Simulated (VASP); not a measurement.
Runs of VASP 6.6.1 on NbTlTe2. The structure is tetragonal, space group P4/mmm (No. 123). The conventional cell has a = 3.491 Å, b = 3.491 Å, c = 8.601 Å, α = 90.00°, β = 90.00°, γ = 90.00°. Nb (site symmetry 4/mmm) has 8 Te at 2.96 Å as nearest neighbours. Tl (site symmetry 4/mmm) is surrounded by 4 Tl at 3.49 Å and 8 Te at 3.63 Å. Te (site symmetry 4mm) is surrounded by 4 Nb at 2.96 Å and 1 Te at 3.28 Å. The cell was built by a generator and needn't be a form met in nature.

| task | level | potentials or basis | spin | U | cell | k mesh | cutoff (eV) | smearing | LDAUTYPE | hund's J | optimiser | gap on the mesh (eV) | pressure (GPa) | relaxed volume (Å³/atom) | largest force (eV/Å) |
| --- | --- | --- | --- | --- | --- | --- | --- | --- | --- | --- | --- | --- | --- | --- | --- |
| single point | LDA+U | VASP PAW LDA potentials, release 64 (Nb_sv, Tl_d, Te) | off | Nb d U = 6 eV, J = 0.5 eV | volume scaled by 0.8 | 8 × 8 × 3 | 520 | gaussian 0.1 eV | 2 | 0.5 | - | none | (a) | - | 2.48 |
| single point | PBE | VASP PAW PBE potentials, release 64 (Nb_sv, Tl_d, Te) | off | - | as given | 8 × 8 × 3 | 520 | fermi-dirac 0.05 eV | - | - | - | none | -0.1 | - | 0.01 |
| relaxation of the atoms | RPBE | VASP PAW PBE potentials, release 64 (Nb_sv, Tl_d, Te) | off | - | atoms relaxed | 8 × 8 × 3 | 520 | gaussian 0.05 eV | - | - | - | none | 1.6 | - | - |
| relaxation of cell and atoms | PBE | VASP PAW PBE potentials, release 64 (Nb_sv, Tl_d, Te) | off | - | relaxed | 8 × 8 × 3 | 600 | gaussian 0.05 eV | - | - | - | none | 0.0 | (b) | - |
| relaxation of cell and atoms | vdW-DF | VASP PAW PBE potentials, release 64 (Nb_pv, Tl_d, Te) | collinear, ferromagnetic start | - | relaxed | 6 × 6 × 3 | 600 | tetrahedron | - | - | BFGS | none | 0.0 | 28.48 | - |

Estimate the missing entries.

(a) 22.7; (b) 26.13.

Caveats: the PAW data sets were made with another functional, which shifts forces and pressure a little (some runs); U without spin polarisation on a metal has little footing (some runs); the U is typed as a test and isn't derived for this compound (some runs); tetrahedron occupations give inexact forces and stress in metals (some runs).

A k mesh can miss the band edges, and the runs leave out spin-orbit coupling on Nb, Te, Tl.

A gap of «none» marks a metal or a gap under the smearing width.

The runs don't all hold the same shells in valence.
